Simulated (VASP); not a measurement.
NaSrCl3 (strained cubic perovskite): one PBE single-point calculation in two programs

```cif
data_structure
_symmetry_space_group_name_H-M 'P 1'
_symmetry_Int_Tables_number 1
_cell_length_a 5.6255
_cell_length_b 5.6255
_cell_length_c 5.6253
_cell_angle_alpha 90.000
_cell_angle_beta 90.000
_cell_angle_gamma 88.854
_cell_volume 177.99
loop_
_atom_site_label
_atom_site_type_symbol
_atom_site_fract_x
_atom_site_fract_y
_atom_site_fract_z
_atom_site_occupancy
Na1 Na 0.00000 0.00000 0.00000 1
Sr1 Sr 0.50000 0.50000 0.50000 1
Cl1 Cl 0.50000 0.50000 0.00000 1
Cl2 Cl 0.50000 0.00000 0.50000 1
Cl3 Cl 0.00000 0.50000 0.50000 1
```

The two codes use different PAW datasets and cutoffs. VASP's cell holds 38 valence electrons and Ansatz's 40. Ansatz's stress includes a Pulay correction; VASP's doesn't.

Cutoffs: 520 eV in VASP, 420 eV in Ansatz. k meshes: 4×4×4 and 4×4×4.

```tsv
	VASP	Ansatz
gap between bands v and c	3.61 eV	3.61 eV
least direct gap	3.81 eV	3.82 eV
pressure	0.4 GPa	0.3 GPa
```

Band v is the last that the valence electrons fill when counted band by band, and c is the next. Levels in eV from the top of v, Ansatz:

```json
{"point": "Γ", "v−1": "-0.23", "v": "-0.21", "c": "3.61", "c+1": "6.20"}
{"point": "X", "v−1": "-0.28", "v": "-0.28", "c": "4.88", "c+1": "5.89"}
{"point": "M", "v−1": "-0.65", "v": "-0.01", "c": "5.21", "c+1": "6.90"}
{"point": "R", "v−1": "0.00", "v": "0.00", "c": "4.62", "c+1": "8.01"}
```

VASP:

| point | v−1 | v | c | c+1 |
| --- | --- | --- | --- | --- |
| Γ | -0.22 | -0.20 | 3.61 | 6.21 |
| X | -0.28 | -0.28 | 4.88 | 5.89 |
| M | -0.65 | -0.01 | 5.21 | 6.90 |
| R | 0.00 | 0.00 | 4.62 | 8.00 |
